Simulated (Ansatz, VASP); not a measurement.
# Ge (linear Ge chain) in two plane-wave programs, part 2 of 2

Wanted: the spread between two codes on one cell, functional and k mesh. The structure shown is the end of the Ansatz relaxation below.

VASP 6.6.1 and Ansatz 0.2.0.

So far: Starting point; Ansatz: relaxation, PBE; VASP: single point, PBE; Differences; Ansatz: relaxation, PBEsol.

## 6. VASP: single point, PBEsol

Level of this step: PBEsol, zero-moment start; plane waves and PAW (Ge_d) (VASP).

The same cell, functional, mesh and smearing now go to VASP, with its own data sets.

The input, INCAR:

```
SYSTEM = Ge
PREC = Accurate
ENCUT = 500
EDIFF = 1E-06
NELM = 200
ISMEAR = -1
SIGMA = 0.05
LREAL = .FALSE.
ALGO = Normal
GGA = PS
NBANDS = 13
ISPIN = 2
MAGMOM = -0
LORBIT = 11
LWAVE = .FALSE.
LCHARG = .FALSE.
ISIF = 2
LASPH = .TRUE.
GGA_COMPAT = .FALSE.
```

The input, POSCAR:

```
Ge
1.0
    7.5000000000      0.0000000000      0.0000000000
    0.0000000000      7.5000000000      0.0000000000
    0.0000000000      0.0000000000      2.3318249335
Ge
1
Direct
    0.5000000000      0.5000000000      0.0000000000
```

The input, KPOINTS:

```
Automatic mesh
0
Gamma
1 1 36
0 0 0
```

The projector-augmented-wave data sets are Ge_d (PBE family, release 64).

The run is started by

```console
> mpirun -np 1 vasp_std
```

Numbers of over 12 decimals in the logs are rounded to 6 here.

The log of the run:

```text
[banner, memory and clock lines left out]
running    1 mpi-ranks, on    1 nodes
[...]
|                                                                             |
|               ----> ADVICE to this user running VASP <----                  |
|                                                                             |
|     You enforced a specific xc type in the INCAR file but a different       |
|     [... a line on the potential file left out ...]
|     I HOPE YOU KNOW WHAT YOU ARE DOING!                                     |
|                                                                             |

 LDA part: xc-table for (Slater+PW92), standard interpolation
 POSCAR, INCAR and KPOINTS ok, starting setup
[...]
entering main loop
       N       E                     dE             d eps       ncg     rms          rms(c)
DAV:   1     0.682693954382E+02    0.68269E+02   -0.71997E+03  1017   0.123E+03
DAV:   2     0.463240776252E+01   -0.63637E+02   -0.59246E+02  1116   0.249E+02
DAV:   3    -0.297097339233E+01   -0.76034E+01   -0.75249E+01  1181   0.840E+01
DAV:   4    -0.327329595400E+01   -0.30232E+00   -0.30196E+00  1203   0.193E+01
[...]
DAV:  14    -0.320698163263E+01   -0.16597E-04   -0.80702E-07   976   0.637E-03    0.751E-04
DAV:  15    -0.320698525219E+01   -0.36196E-05   -0.20393E-07   699   0.208E-03    0.669E-04
DAV:  16    -0.320698566665E+01   -0.41446E-06   -0.41703E-08   724   0.169E-03
   1 F= -.32069857E+01 E0= -.32036306E+01  d E =-.671006E-02  mag=     0.0000
```

OUTCAR, selected parts (step 6):

```text
  Total        0.1195142      0.1195142     -0.0270632      0.0000000     -0.0000000      0.0000000
  in kB        1.4598619      1.4598619     -0.3305754      0.0000000     -0.0000000      0.0000000
  external PRESSURE =       0.8630495 kB  Pullay stress =       0.0000000 kB

  FREE ENERGIE OF THE ION-ELECTRON SYSTEM (eV)
  ---------------------------------------------------
  free  energy   TOTEN  =        -3.2069856667 eV

  energy  without entropy=       -3.2002756040  energy(sigma->0) =       -3.20363064

 magnetization (x)
# of ion       s       p       d       tot
------------------------------------------
    1        0.000  -0.000  -0.000  -0.000

[... 2 parts as in an earlier step ...]

[... 2 further parts left out ...]
[key lines of the parts left out:]
E-fermi :  -3.3119
```

## 7. Side by side

What differs besides the data sets and the points named for the pairs above, as far as they apply: Ansatz makes its cores anew for this functional, VASP keeps those of its PBE data sets. Total energies have different zeros and are not compared.

Compared:

| quantity | Ansatz | VASP | difference |
| --- | --- | --- | --- |
| pressure (GPa) | 0.12 | 0.09 | +0.03 |

## 8. Ansatz: relaxation, LDA

This run makes the geometry at which the two programs are then compared. The cell compared in this pair holds 130.06 Å³, against 131.17 Å³ for the pair before.

The structure compared here is the end of the Ansatz relaxation.

The input, input.yaml:

```yaml
crystal:
  lattice:
    - [7.5, 0.0, 0.0]
    - [0.0, 7.5, 0.0]
    - [0.0, 0.0, 2.232]
  atoms:
    - { symbol: Ge, position: [0.5, 0.5, 0.0], spin: 0.3 }
magnetization:
  spin_polarized: true
kpoints:
  mp_grid: { grid: [1, 1, 36] }
scf:
  occupations: { method: fermi_dirac, width: 0.05 }
hamiltonian:
  xc: lda
relax:
  cell: { fix: [a, b, alpha, beta, gamma] }
  max_steps: 60
```

The run is started by

```console
> ansatz run input.yaml --threads 4 --pin off --max-ram 8192MiB --backend cpu --events-out ev --progress --plain --runs-dir out
```

The log of the run:

```text
[...]
Crystal: 1 atoms, lattice volume = 125.550 Å³
Basis set: ecut = 420 eV, 2463 PW (Γ)
Bands: 12, of which v1, the nominal top of the filled ones, is band 7 counted from 1 (6 counted from 0)
Symmetry: 16 space group operations
[...]
k-points: 19 of 36
[...]
Starting moments: Σ|m| = 0.3 μB on 1 of 1 site
[...]
0.166793       0.000000       0.000000
        0.000000       0.166793       0.000000
        0.000000       0.000000       0.014102
  P = ⅓ Tr σ = 0.1159 GPa (1.159 kbar)
--- Relaxed structure (5 steps of the walk, 5 accepted, 1 SCFs on fresh bases) ---
[...]
cell:  # Å, volume = 130.0600 Å³
    - [7.5, 0.0, 0.0]
    - [0.0, 7.5, 0.0]
    - [0.0, 0.0, 2.312178]
  atoms:
    - { symbol: Ge, position: [0.5, 0.5, 0.0] }
[key lines of the parts left out:]
SCF converged after 7 iterations
Magnetization: 0.0000 μB (7.0000 up, 7.0000 down)
Free energy (F): -4213.877506 eV
Fermi energy:    -2.849587 eV
```

## 9. VASP: single point, LDA

The same cell, functional (in two slightly different forms), mesh and smearing now go to VASP, with its own data sets.

Edit INCAR of step 6 so:

```diff
@@ -9,6 +9,6 @@
 ALGO = Normal
-GGA = PS
+GGA = PW92
 NBANDS = 13
 ISPIN = 2
-MAGMOM = -0
+MAGMOM = 0
 LORBIT = 11
```

Edit POSCAR of step 6 so:

```diff
@@ -4,3 +4,3 @@
     0.0000000000      7.5000000000      0.0000000000
-    0.0000000000      0.0000000000      2.3318249335
+    0.0000000000      0.0000000000      2.3121783629
 Ge
```

KPOINTS is that of step 6.

PAW data sets: Ge_d (LDA family, release 64).

The run is started by

```console
> mpirun -np 1 vasp_std
```

The log of the run:

```text
[banner, memory and clock lines left out]
running    1 mpi-ranks, on    1 nodes
[...]
[... a notice as in an earlier step ...]

 LDA part: xc-table for (Slater(with rela. corr.)+PW92), standard interpolation
 POSCAR, INCAR and KPOINTS ok, starting setup
[...]
entering main loop
       N       E                     dE             d eps       ncg     rms          rms(c)
DAV:   1     0.703647585531E+02    0.70365E+02   -0.72631E+03   988   0.120E+03
DAV:   2     0.513156471143E+01   -0.65233E+02   -0.59503E+02  1072   0.255E+02
DAV:   3    -0.309314759713E+01   -0.82247E+01   -0.81606E+01  1186   0.862E+01
DAV:   4    -0.341735604471E+01   -0.32421E+00   -0.32412E+00  1142   0.195E+01
[...]
DAV:  14    -0.334871648738E+01   -0.46615E-05   -0.18043E-07   754   0.330E-03    0.125E-03
DAV:  15    -0.334871943866E+01   -0.29513E-05   -0.28431E-07   694   0.385E-03    0.320E-04
DAV:  16    -0.334871954540E+01   -0.10674E-06   -0.23553E-08   724   0.116E-03
   1 F= -.33487195E+01 E0= -.33453874E+01  d E =-.666436E-02  mag=     0.0000
```

Parts of OUTCAR (step 9):

```text
  Total        0.1157874      0.1157874      0.0374246      0.0000000      0.0000000     -0.0000000
  in kB        1.4263557      1.4263557      0.4610247      0.0000000      0.0000000     -0.0000000
  external PRESSURE =       1.1045787 kB  Pullay stress =       0.0000000 kB

  FREE ENERGIE OF THE ION-ELECTRON SYSTEM (eV)
  ---------------------------------------------------
  free  energy   TOTEN  =        -3.3487195454 eV

  energy  without entropy=       -3.3420551821  energy(sigma->0) =       -3.34538736

 magnetization (x)
# of ion       s       p       d       tot
------------------------------------------
    1       -0.000   0.000  -0.000   0.000

[... 2 parts as in an earlier step ...]

[... 2 further parts left out ...]
[key lines of the parts left out:]
E-fermi :  -3.4689
```

## 10. Comparison

What differs besides the data sets and the points named for the pairs above, as far as they apply: VASP's log shows a relativistic correction to its local exchange, Ansatz's none. Total energies have different zeros and are not compared.

The two programs side by side:

| quantity | Ansatz | VASP | difference |
| --- | --- | --- | --- |
| pressure (GPa) | 0.12 | 0.11 | +0.01 |

## 11. Summary of results

* difference in pressure (single point, PBE): 0.028 GPa
* difference in pressure (single point, PBEsol): 0.033 GPa
* difference in pressure (single point, LDA): 0.0054 GPa

What this shows: The difference in pressure is 0.033 GPa (single point, PBEsol), within the 1 GPa picked in this series as the mark of a large difference. 1 further run of this series is not shown here. Such differences can come from data sets, numerical settings and the points named under the comparisons, not from the functional's error against experiment.

[Lines on the potential files, build, host, timing and source positions are cut from VASP's logs without a mark.]

[Logs are printed without paths, hosts, clocks, repeated set-up lines and the standing remarks that a program may print on its own settings, such as how far it seeks lower states.]

[Hosts, paths, dates, database ids (printed as entryN), source tags and the programs' standing remarks are cut or masked in the printed files.]
